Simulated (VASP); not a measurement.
# A VASP study of ZrTiSi2 (LDA): structure first, properties next, part 4 of 6

What structure does ZrTiSi2 take at this level, and what are its properties? The cell is invented: it takes the structure of a Materials Project entry for ZrTiC2 (space group 166 there), with some of its atoms replaced by other elements, volume scaled by an estimate. It may not be a known or stable phase. The atoms of the start are displaced at random from the sites of a R-3m cell.

VASP 6.6.1, plane waves and PAW; the level of theory is named at each step.

Still holding for the runs below: The k-mesh is coarse for a metal.

So far. Step 5 (Bands along the symmetry lines (LDA)): Of the bands kept, 2 cross the Fermi level on this path. Step 6 (Density of states (LDA)): The finer mesh and the other smearing move the Fermi level by +0.01 eV from the 6×6×6 run, a small shift, which tests the Fermi level alone. Of the states within 0.3 eV of the Fermi level, the largest shares in the PAW spheres are Ti d 33 %, Zr d 17 % and Si p 9 %. The rest lies in smaller channels or between the spheres.

### Step 7. Bands along the symmetry lines (TB-mBJ)

This step: TB-mBJ; plane waves and PAW (Zr_sv, Ti_sv, Si); invented cell (VASP 6.6.1).

The mesh alone shows little of the dispersion and can miss band extrema, so KPOINTS_OPT adds a path through the symmetry points after the self-consistent cycle. TB-mBJ is a local potential fitted to gaps: it costs far less than a hybrid but gives no energy.

INCAR

```
SYSTEM = ZrTiSi2
PREC = Accurate
ENCUT = 400
EDIFF = 1E-06
NELM = 150
ISMEAR = -1
SIGMA = 0.05
LREAL = .FALSE.
ALGO = Normal
METAGGA = MBJ
LASPH = .TRUE.
NBANDS = 30
LORBIT = 11
LWAVE = .FALSE.
LCHARG = .FALSE.
KPAR = 2
```

POSCAR

```
ZrTiSi2
1.0
    1.8604756746      1.0741461354      5.6827879769
   -1.8604756746      1.0741461354      5.6827879769
    0.0000000000     -2.1482922608      5.6827879769
Zr Ti Si
1 1 2
Direct
    0.0000000000      0.0000000000      0.0000000000
    0.5000000000      0.5000000000      0.5000000000
    0.2426801816      0.2426801816      0.2426801816
    0.7573198184      0.7573198184      0.7573198184
```

KPOINTS

```
Automatic mesh
0
Gamma
6 6 6
0 0 0
```

KPOINTS_OPT

```
Line mode
16
Line-mode
Reciprocal
  0.00000000   0.00000000   0.00000000 GAMMA
  0.50000000   0.00000000   0.00000000 L

  0.50000000   0.00000000   0.00000000 L
  0.50000000   0.19048507  -0.19048507 B1

  0.80951493   0.50000000   0.19048507 B
  0.50000000   0.50000000   0.50000000 Z

  0.50000000   0.50000000   0.50000000 Z
  0.00000000   0.00000000   0.00000000 GAMMA

  0.00000000   0.00000000   0.00000000 GAMMA
  0.34524253   0.00000000  -0.34524253 X

  0.65475747   0.34524253   0.00000000 Q
  0.50000000   0.50000000   0.00000000 F

  0.50000000   0.50000000   0.00000000 F
  0.65475747   0.65475747   0.19048507 P1

  0.65475747   0.65475747   0.19048507 P1
  0.50000000   0.50000000   0.50000000 Z

  0.50000000   0.00000000   0.00000000 L
  0.80951493   0.34524253   0.34524253 P
```

PAW data sets: Zr_sv, Ti_sv and Si (LDA family, release 64).

Launch:

```
$ mpirun -np 2 vasp_std
```

What it wrote:

```text
[banner, memory and clock lines left out]
running    2 mpi-ranks, on    1 nodes
 distrk:  each k-point on    1 cores,    2 groups
 distr:  one band on    1 cores,    1 groups

 POSCAR found type information on POSCAR ZrTiSi
 POSCAR found :  3 types and       4 ions
|                                                                             |
|               ----> ADVICE to this user running VASP <----                  |
|                                                                             |
|     You enforced a specific xc type in the INCAR file but a different       |
|     [... a line on the potential file left out ...]
|     I HOPE YOU KNOW WHAT YOU ARE DOING!                                     |
|                                                                             |

 LDA part: xc-table for (None), standard interpolation
 POSCAR, INCAR and KPOINTS ok, starting setup
 FFT: planning ... GRIDC
 FFT: planning ... GRID_SOFT
 FFT: planning ... GRID
 WAVECAR not read
 entering main loop
       N       E                     dE             d eps       ncg     rms          rms(c)
DAV:   1     0.208589490995E+03    0.20859E+03   -0.12578E+04  1920   0.913E+02
DAV:   2    -0.619174508758E+02   -0.27051E+03   -0.25548E+03  2024   0.293E+02
DAV:   3    -0.839919070717E+02   -0.22074E+02   -0.21326E+02  3452   0.721E+01
DAV:   4    -0.848982429059E+02   -0.90634E+00   -0.89671E+00  2430   0.130E+01
DAV:   5    -0.849253139547E+02   -0.27071E-01   -0.27066E-01  2750   0.200E+00    0.190E+01
DAV:   6    -0.868392118123E+02   -0.19139E+01   -0.25674E+01  2518   0.523E+01    0.259E+01
DAV:   7    -0.833243499603E+02    0.35149E+01   -0.56377E+01  2560   0.451E+01    0.126E+01
DAV:   8    -0.794706277128E+02    0.38537E+01   -0.12140E+01  2114   0.205E+01    0.538E+00
DAV:   9    -0.784269366011E+02    0.10437E+01   -0.42541E+00  1964   0.142E+01    0.430E+00
DAV:  10    -0.781719046712E+02    0.25503E+00   -0.14651E+00  1996   0.776E+00    0.229E+00
DAV:  11    -0.777635153076E+02    0.40839E+00   -0.61260E-01  1988   0.518E+00    0.755E-01
DAV:  12    -0.778545857243E+02   -0.91070E-01   -0.22364E-01  2072   0.303E+00    0.106E+00
DAV:  13    -0.777662988342E+02    0.88287E-01   -0.87114E-02  2060   0.190E+00    0.272E-01
DAV:  14    -0.777795958123E+02   -0.13297E-01   -0.27641E-02  2118   0.102E+00    0.550E-01
DAV:  15    -0.777660039663E+02    0.13592E-01   -0.79219E-03  2118   0.583E-01    0.215E-01
DAV:  16    -0.777677332677E+02   -0.17293E-02   -0.25730E-03  2076   0.313E-01    0.336E-01
DAV:  17    -0.777593854031E+02    0.83479E-02   -0.10932E-03  2264   0.270E-01    0.140E-01
DAV:  18    -0.777627903021E+02   -0.34049E-02   -0.58277E-04  2094   0.161E-01    0.209E-01
DAV:  19    -0.777593819368E+02    0.34084E-02   -0.42140E-04  2238   0.177E-01    0.761E-02
DAV:  20    -0.777604053853E+02   -0.10234E-02   -0.23565E-04  2092   0.854E-02    0.898E-02
DAV:  21    -0.777601749545E+02    0.23043E-03   -0.86371E-05  2324   0.705E-02    0.354E-02
DAV:  22    -0.777603241958E+02   -0.14924E-03   -0.43228E-05  2264   0.338E-02    0.319E-02
DAV:  23    -0.777603712659E+02   -0.47070E-04   -0.20521E-05  2374   0.381E-02    0.312E-03
DAV:  24    -0.777605490190E+02   -0.17775E-03   -0.14797E-05  2116   0.254E-02    0.138E-02
DAV:  25    -0.777605583388E+02   -0.93198E-05   -0.42392E-06  1796   0.133E-02    0.756E-03
DAV:  26    -0.777606396386E+02   -0.81300E-04   -0.10557E-06  1594   0.618E-03    0.844E-03
DAV:  27    -0.777606803841E+02   -0.40745E-04   -0.51448E-07  1694   0.650E-03    0.321E-03
DAV:  28    -0.777607107102E+02   -0.30326E-04   -0.39329E-07  1212   0.422E-03    0.512E-03
DAV:  29    -0.777607162965E+02   -0.55863E-05   -0.15493E-07  1050   0.313E-03    0.308E-03
DAV:  30    -0.777607272079E+02   -0.10911E-04   -0.84857E-08   996   0.146E-03    0.314E-03
DAV:  31    -0.777607283259E+02   -0.11180E-05   -0.20830E-08   996   0.857E-04    0.269E-03
DAV:  32    -0.777607340139E+02   -0.56880E-05   -0.12630E-08   996   0.617E-04    0.250E-03
DAV:  33    -0.777607367250E+02   -0.27111E-05   -0.73835E-09   990   0.757E-04    0.193E-03
DAV:  34    -0.777607422276E+02   -0.55026E-05   -0.10441E-08   996   0.578E-04    0.165E-03
DAV:  35    -0.777607458388E+02   -0.36112E-05   -0.43507E-09   996   0.554E-04    0.121E-03
DAV:  36    -0.777607471193E+02   -0.12805E-05   -0.69358E-09   996   0.515E-04    0.908E-04
DAV:  37    -0.777607488191E+02   -0.16998E-05   -0.35268E-09   990   0.271E-04    0.850E-04
DAV:  38    -0.777607505974E+02   -0.17783E-05   -0.12126E-09   996   0.233E-04    0.723E-04
DAV:  39    -0.777607513462E+02   -0.74880E-06   -0.87033E-10   990   0.131E-04
   1 F= -.77760751E+02 E0= -.77758054E+02  d E =-.539510E-02
 Start KPOINTS_OPT (optional k-point list driver)
k-point batch [1-32\144]
       N       E                     dE             ncg
DAV:   1    -0.148019552746E+04   -0.24676E+05     1920
DAV:   2    -0.103776906402E+05   -0.88975E+04     2016
DAV:   3    -0.110992753100E+05   -0.72158E+03     3228
DAV:   4    -0.111379296077E+05   -0.38654E+02     2450
DAV:   5    -0.111394769967E+05   -0.15474E+01     2638
DAV:   6    -0.111394920973E+05   -0.15101E-01     2478
DAV:   7    -0.111394926924E+05   -0.59505E-03     2720
DAV:   8    -0.111394927062E+05   -0.13832E-04     2064
DAV:   9    -0.111394927063E+05   -0.11347E-06     1464
[...]
k-point batch [129-144\144]
       N       E                     dE             ncg
DAV:   1     0.846835606825E+04   -0.15914E+05      960
DAV:   2     0.407942104805E+04   -0.43889E+04     1010
DAV:   3     0.373497784994E+04   -0.34444E+03     1546
DAV:   4     0.371427434113E+04   -0.20704E+02     1286
DAV:   5     0.371367155686E+04   -0.60278E+00     1272
DAV:   6     0.371366833330E+04   -0.32236E-02     1276
DAV:   7     0.371366825484E+04   -0.78462E-04     1318
DAV:   8     0.371366825426E+04   -0.57973E-06     1004
```

The job ended after 3.8 min (2 MPI ranks of Intel Xeon Platinum 8259CL at 2.50GHz (Skylake/Cascade Lake), shared host; peak memory 0.6 GiB).

Parts of OUTCAR (step 7):

```text
   NELECT =      32.0000    total number of electrons

 E-fermi :   8.9142

 k-point     1 :       0.0000    0.0000    0.0000
  band No.  band energies     occupation
    ...
     11       3.8742      2.00000
     12       6.3760      2.00000
     13       6.3760      2.00000
     14       8.6817      1.98107
     15       8.6817      1.98107
     16       9.2867      0.00116
     17       9.2867      0.00116
     18       9.3347      0.00045
     19      11.3050      0.00000
     20      11.3050      0.00000
    ...

  Total      -36.7379524    -36.7379524    -36.1451178      0.0000000     -0.0000000      0.0000000
  in kB     -863.8243884   -863.8243892   -849.8849882      0.0000000     -0.0000005      0.0000000
  external PRESSURE =    -859.1779220 kB  Pullay stress =       0.0000000 kB

 POSITION                                       TOTAL-FORCE (eV/Angst)
 -----------------------------------------------------------------------------------
      0.00000      0.00000      0.00000         0.000000      0.000000     -0.000000
      0.00000      0.00000      8.52418         0.000000     -0.000000      0.000000
      0.00000      0.00000      4.13730         0.000000      0.000000      0.535559
      0.00000      0.00000     12.91106         0.000000     -0.000000     -0.535559
 -----------------------------------------------------------------------------------
    total drift:                                0.000000      0.000000     -0.000000

  FREE ENERGIE OF THE ION-ELECTRON SYSTEM (eV)
  ---------------------------------------------------
  free  energy   TOTEN  =       -77.7607513462 eV

  energy  without entropy=      -77.7553562490  energy(sigma->0) =      -77.75805380

[... 8 parts as in an earlier step ...]

[... 9 further parts left out ...]
```

This functional is a potential without an energy, so its energies, forces and stress mean nothing and are not read. The PAW data sets were made with LDA, a small mismatch for this functional.

This step gave:

```yaml
scf_cycles: 39
irreducible_k_points: 32
fermi_energy: 8.914 eV
```

Electronic bands along the path, in eV, zero at the Fermi level; # counts the bands kept, so #1 is VASP's band 9:

```
          point     #5     #6     #7     #8    #9   #10   #11   #12
              Γ  -2.54  -0.23  -0.23   0.37  0.37  0.42  2.39  2.39
0.47 of the way  -2.19  -1.83  -1.18  -0.84  0.58  0.82  1.98  2.04
              L  -2.85  -2.09  -1.74  -1.44  1.17  1.44  1.55  1.84
0.53 of the way  -2.75  -2.73  -1.76  -1.56  1.34  1.64  1.84  2.19
             B1  -2.98  -2.62  -1.40  -1.32  0.77  1.42  1.75  2.48
      jump to B  -2.98  -2.62  -1.40  -1.32  0.77  1.42  1.75  2.48
0.53 of the way  -1.99  -1.74  -1.29  -1.17  0.38  0.65  1.60  1.67
              Z  -1.75  -1.75  -1.39  -1.39  0.59  0.59  1.08  1.08
0.47 of the way  -2.27  -0.58  -0.58  -0.30  0.12  0.12  1.78  1.78
              Γ  -2.54  -0.23  -0.23   0.37  0.37  0.42  2.39  2.39
0.47 of the way  -2.27  -2.03  -1.67  -1.23  0.74  1.25  2.01  2.06
              X  -3.04  -2.62  -1.59  -1.24  0.78  1.63  1.72  2.41
      jump to Q  -3.04  -2.62  -1.59  -1.24  0.78  1.63  1.72  2.41
0.47 of the way  -2.63  -2.41  -1.64  -0.47  0.10  1.60  1.69  2.64
              F  -2.29  -1.96  -1.75  -0.08  0.81  1.04  1.76  1.88
0.47 of the way  -2.28  -1.96  -1.77  -0.14  0.78  1.08  1.76  1.91
             P1  -2.24  -1.96  -1.87  -0.33  0.70  1.17  1.78  2.01
0.53 of the way  -1.96  -1.65  -1.41  -0.90  0.18  0.78  1.24  1.72
              Z  -1.75  -1.75  -1.39  -1.39  0.59  0.59  1.08  1.08
      jump to L  -2.85  -2.09  -1.74  -1.44  1.17  1.44  1.55  1.84
0.47 of the way  -2.43  -2.04  -2.00  -1.03  0.83  1.48  1.74  2.04
              P  -2.24  -1.96  -1.87  -0.33  0.70  1.17  1.78  2.01
```

Of the projections kept (Zr, Ti, Si), the largest for each band there; the rest of the weight can lie on other orbitals:

```csv
point,#5,#6,#7,#8,#9,#10,#11,#12
Γ,Ti 0.42,Ti 0.61,Ti 0.61,Ti 0.53,Ti 0.53,Ti 0.58,Zr 0.54,Zr 0.54
L,Zr 0.59,Ti 0.61,Zr 0.57,Ti 0.71,Ti 0.86,Zr 0.79,Ti 1.00,Ti 0.98
B1,Si 0.43,Zr 0.46,Ti 0.37,Ti 0.52,Ti 0.81,Ti 0.52,Ti 0.90,Zr 0.65
B,Si 0.43,Zr 0.46,Ti 0.37,Ti 0.52,Ti 0.81,Ti 0.52,Ti 0.90,Zr 0.65
Z,Ti 0.75,Ti 0.75,Zr 0.73,Zr 0.73,Ti 1.00,Ti 1.00,Zr 0.98,Zr 0.98
Γ,Ti 0.42,Ti 0.61,Ti 0.61,Ti 0.53,Ti 0.53,Ti 0.58,Zr 0.54,Zr 0.54
```

There is no gap at this level.

### Step 8. Volume scan with LDA, volume scale 0.94

This step: LDA; plane waves and PAW (Zr_sv, Ti_sv, Si); invented cell (VASP 6.6.1).

An equation of state needs energies on both sides of the minimum, all on one mesh and cutoff.

INCAR

```
SYSTEM = ZrTiSi2
PREC = Accurate
ENCUT = 400
EDIFF = 1E-06
NELM = 100
ISMEAR = -1
SIGMA = 0.05
LREAL = .FALSE.
ALGO = Normal
GGA = CA
NBANDS = 22
LORBIT = 11
LWAVE = .FALSE.
LCHARG = .FALSE.
KPAR = 2
ISIF = 2
```

POSCAR

```
ZrTiSi2
1.0
    1.8224961264      1.0522186330      5.5667801609
   -1.8224961264      1.0522186330      5.5667801609
    0.0000000000     -2.1044372561      5.5667801609
Zr Ti Si
1 1 2
Direct
    0.0000000000      0.0000000000      0.0000000000
    0.5000000000      0.5000000000      0.5000000000
    0.2426801816      0.2426801816      0.2426801816
    0.7573198184      0.7573198184      0.7573198184
```

KPOINTS is that of step 7.

Launch:

```
$ mpirun -np 2 vasp_std
```

What it wrote:

```text
[... set-up lines as in an earlier step ...]
 entering main loop
       N       E                     dE             d eps       ncg     rms          rms(c)
DAV:   1     0.272351872408E+03    0.27235E+03   -0.13656E+04  1408   0.127E+03
DAV:   2    -0.938315573290E+01   -0.28174E+03   -0.27068E+03  1474   0.388E+02
DAV:   3    -0.337991480853E+02   -0.24416E+02   -0.23295E+02  2502   0.972E+01
DAV:   4    -0.351099578566E+02   -0.13108E+01   -0.13031E+01  1802   0.198E+01
DAV:   5    -0.351792159496E+02   -0.69258E-01   -0.69247E-01  2174   0.412E+00    0.229E+01
DAV:   6    -0.327254338657E+02    0.24538E+01   -0.18902E+01  1880   0.346E+01    0.918E+00
DAV:   7    -0.326241133487E+02    0.10132E+00   -0.90651E+00  1962   0.256E+01    0.725E+00
DAV:   8    -0.321481770457E+02    0.47594E+00   -0.11539E+00  1874   0.854E+00    0.289E+00
DAV:   9    -0.321431368923E+02    0.50402E-02   -0.21486E-01  2186   0.310E+00    0.814E-01
DAV:  10    -0.321383133077E+02    0.48236E-02   -0.31973E-02  1878   0.159E+00    0.224E-01
DAV:  11    -0.321386555582E+02   -0.34225E-03   -0.13535E-03  1940   0.330E-01    0.116E-01
DAV:  12    -0.321385354414E+02    0.12012E-03   -0.28946E-04  1988   0.158E-01    0.359E-02
DAV:  13    -0.321385314735E+02    0.39679E-05   -0.47071E-05  1936   0.555E-02    0.110E-02
DAV:  14    -0.321385313591E+02    0.11439E-06   -0.23717E-06  1662   0.115E-02
   1 F= -.32138531E+02 E0= -.32135250E+02  d E =-.656268E-02
```

It took 29 s on 2 MPI ranks; peak memory 0.41 GiB; 56 s of CPU time.

From OUTCAR (step 8):

```text
   ENCUT  =  400.0 eV  29.40 Ry    5.42 a.u.   9.71  9.71  9.71*2*pi/ulx,y,z

   NELECT =      32.0000    total number of electrons

 E-fermi :   9.6478

 k-point     1 :       0.0000    0.0000    0.0000
  band No.  band energies     occupation
    ...
     11       4.3563      2.00000
     12       7.1222      2.00000
     13       7.1222      2.00000
     14       9.2492      1.99931
     15       9.2492      1.99931
     16       9.9238      0.00797
     17      10.1840      0.00004
     18      10.1840      0.00004
     19      12.2609      0.00000
     20      12.2609      0.00000
    ...

  Total        3.6640849      3.6640849      3.5700096      0.0000000      0.0000000      0.0000000
  in kB       91.6533176     91.6533177     89.3001196      0.0000000      0.0000001      0.0000000
  external PRESSURE =      90.8689183 kB  Pullay stress =       0.0000000 kB

 POSITION                                       TOTAL-FORCE (eV/Angst)
 -----------------------------------------------------------------------------------
      0.00000      0.00000      0.00000        -0.000000      0.000000      0.000000
      0.00000      0.00000      8.35017         0.000000      0.000000      0.000000
      0.00000      0.00000      4.05284        -0.000000     -0.000000     -0.058237
      0.00000      0.00000     12.64750        -0.000000      0.000000      0.058237
 -----------------------------------------------------------------------------------
    total drift:                                0.000000      0.000000     -0.000000

  FREE ENERGIE OF THE ION-ELECTRON SYSTEM (eV)
  ---------------------------------------------------
  free  energy   TOTEN  =       -32.1385313591 eV

  energy  without entropy=      -32.1319686765  energy(sigma->0) =      -32.13525002

[... 3 parts as in an earlier step ...]

[... 13 further parts left out ...]
```

The scan keeps the cell's shape and the fractional positions fixed.

Numbers from this step:

- SCF cycles: 14
- bands: 22
- free energy (TOTEN): -32.14 eV
- energy at zero smearing: -32.14 eV
- Fermi energy: 9.648 eV
- pressure: 9.087 GPa

Force by atom:

```
atom  x (eV/Å)  y (eV/Å)  z (eV/Å)    size
 Zr1    0.0000    0.0000    0.0000  0.0000
 Ti2    0.0000    0.0000    0.0000  0.0000
 Si3    0.0000    0.0000   -0.0582  0.0582
 Si4    0.0000    0.0000    0.0582  0.0582
```

The pressure here is 9.09 GPa.

### Step 9. Volume scan with LDA, volume scale 0.96

INCAR is that of step 8.

POSCAR

```
ZrTiSi2
1.0
    1.8353310291      1.0596288675      5.6059841298
   -1.8353310291      1.0596288675      5.6059841298
    0.0000000000     -2.1192577251      5.6059841298
Zr Ti Si
1 1 2
Direct
    0.0000000000      0.0000000000      0.0000000000
    0.5000000000      0.5000000000      0.5000000000
    0.2426801816      0.2426801816      0.2426801816
    0.7573198184      0.7573198184      0.7573198184
```

KPOINTS is that of step 8.

Launch:

```
$ mpirun -np 2 vasp_std
```

What it wrote:

```text
[... set-up lines as in an earlier step ...]
 entering main loop
       N       E                     dE             d eps       ncg     rms          rms(c)
DAV:   1     0.275376402856E+03    0.27538E+03   -0.13657E+04  1408   0.126E+03
DAV:   2    -0.887116369409E+01   -0.28425E+03   -0.27338E+03  1486   0.392E+02
DAV:   3    -0.340150222702E+02   -0.25144E+02   -0.24324E+02  2518   0.989E+01
DAV:   4    -0.352724128942E+02   -0.12574E+01   -0.12504E+01  1798   0.196E+01
DAV:   5    -0.353372840014E+02   -0.64871E-01   -0.64858E-01  2150   0.407E+00    0.220E+01
DAV:   6    -0.328356584953E+02    0.25016E+01   -0.19597E+01  1860   0.348E+01    0.905E+00
DAV:   7    -0.326993162851E+02    0.13634E+00   -0.95963E+00  1950   0.260E+01    0.710E+00
DAV:   8    -0.322185847980E+02    0.48073E+00   -0.11604E+00  1914   0.837E+00    0.288E+00
DAV:   9    -0.322092282519E+02    0.93565E-02   -0.23537E-01  2162   0.328E+00    0.847E-01
DAV:  10    -0.322036895032E+02    0.55387E-02   -0.35286E-02  1888   0.167E+00    0.225E-01
DAV:  11    -0.322040445533E+02   -0.35505E-03   -0.13305E-03  1934   0.316E-01    0.116E-01
DAV:  12    -0.322039301971E+02    0.11436E-03   -0.27673E-04  2004   0.151E-01    0.363E-02
DAV:  13    -0.322039261698E+02    0.40273E-05   -0.43174E-05  1958   0.528E-02    0.108E-02
DAV:  14    -0.322039260856E+02    0.84203E-07   -0.21336E-06  1640   0.110E-02
   1 F= -.32203926E+02 E0= -.32200558E+02  d E =-.673535E-02
```

The job ended after 29 s (2 MPI ranks; peak memory 0.4 GiB).

OUTCAR, selected parts (step 9):

```text
   ENCUT  =  400.0 eV  29.40 Ry    5.42 a.u.   9.77  9.77  9.77*2*pi/ulx,y,z

   NELECT =      32.0000    total number of electrons

 E-fermi :   9.3961

 k-point     1 :       0.0000    0.0000    0.0000
  band No.  band energies     occupation
    ...
     11       4.1875      2.00000
     12       6.9198      2.00000
     13       6.9198      2.00000
     14       9.0288      1.99871
     15       9.0288      1.99871
     16       9.6824      0.00650
     17       9.9307      0.00005
     18       9.9307      0.00005
     19      11.9428      0.00000
     20      11.9428      0.00000
    ...

  Total        2.3821498      2.3821498      2.3156501      0.0000000      0.0000000     -0.0000000
  in kB       58.3456312     58.3456312     56.7168641      0.0000000      0.0000000     -0.0000000
  external PRESSURE =      57.8027088 kB  Pullay stress =       0.0000000 kB

 POSITION                                       TOTAL-FORCE (eV/Angst)
 -----------------------------------------------------------------------------------
      0.00000      0.00000      0.00000        -0.000000     -0.000000      0.000000
      0.00000      0.00000      8.40898         0.000000     -0.000000      0.000000
      0.00000      0.00000      4.08138         0.000000     -0.000000     -0.035379
      0.00000      0.00000     12.73657         0.000000      0.000000      0.035379
 -----------------------------------------------------------------------------------
    total drift:                                0.000000      0.000000     -0.000000

  FREE ENERGIE OF THE ION-ELECTRON SYSTEM (eV)
  ---------------------------------------------------
  free  energy   TOTEN  =       -32.2039260856 eV

  energy  without entropy=      -32.1971907307  energy(sigma->0) =      -32.20055841

[... 3 parts as in an earlier step ...]

[... 13 further parts left out ...]
```

Numbers from this step:

```yaml
free_energy_toten: -32.20 eV
energy_at_zero_smearing: -32.20 eV
fermi_energy: 9.396 eV
pressure: 5.780 GPa
```

The pressure falls from 9.09 to 5.78 GPa.

The run ends at a pressure of 5.78 GPa, with forces up to 0.035 eV/Å.

[end of part 4 of 6]

[Lines on the potential files, build, host, timing and source positions are cut from VASP's logs without a mark.]

[Logs are printed without paths, hosts, clocks, repeated set-up lines and the standing remarks that a program may print on its own settings, such as how far it seeks lower states.]

[Hosts, paths, dates, database ids (printed as entryN), source tags and the programs' standing remarks are cut or masked in the printed files.]

[A measured line is paired with the nearest computed mode of its activity, which favours agreement.]
